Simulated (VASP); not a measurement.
Data:

```
CELL_PARAMETERS angstrom
      0.00000     2.59361     2.59361
      2.59361     0.00000     2.59361
      2.59361     2.59361     0.00000
ATOMIC_POSITIONS crystal
  Cd 0.00000 0.00000 0.00000
  F  0.25000 0.25000 0.25000
  F  0.75000 0.75000 0.75000
```

Calculation: r2SCAN meta-GGA, VASP's PBE PAW potentials (set 64) (plane waves; VASP 6.6.1). Run with 600 eV cut-off, 6×6×6 Γ-centred mesh, Gaussian smearing of 0.050 eV, potentials Cd F.

Q: Give the stress tensor in GPa (positive for a compressed cell).

A: 
```
18.60   0.00   0.00
 0.00  18.60   0.00
 0.00   0.00  18.60
```
The pressure is its mean diagonal, 18.60 GPa.

The compound is CdF2 in the fluorite structure. This cell was strained or had an atom moved on purpose.
